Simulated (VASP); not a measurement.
## NbAs (relaxed from the wurtzite structure, space group P6_3mc): computed properties

The numbers are results of PBEsol GGA, VASP's PBE PAW potentials (set 64) (plane waves; VASP), not measurements.

```json
{
  "space_group": "P6_3mc (186)",
  "cell": "a = b = 3.291 Å, c = 8.424 Å, α = β = 90.00°, γ = 120.00°",
  "volume_per_atom": "19.76 Å^3/atom",
  "band gap (over mesh and band path)": "none (metal, semimetal or under 0.01 eV)",
  "density": "7.05 g/cm³"
}
```

NbAs has the hexagonal space group P6₃mc (No. 186), the wurtzite structure, Pearson symbol hP4. Lattice parameters: a = b = 3.2912 Å, c = 8.4243 Å, α = β = 90.00°, γ = 120.00°. Nb on 2b has 4 As at 2.512–2.550 Å. As on 2b has 4 Nb at 2.512–2.550 Å. (Neighbours: up to the widest gap in distance over summed covalent radii, below 1.35, at either atom; cation-cation and far metal-metal contacts left out.)

The structure was generated: NbAs was put into the wurtzite type (P6_3mc), which need not be its known phase. It was relaxed first, which changed the volume by -43 %. Symmetry was kept, so distortions that lower it aren't found.
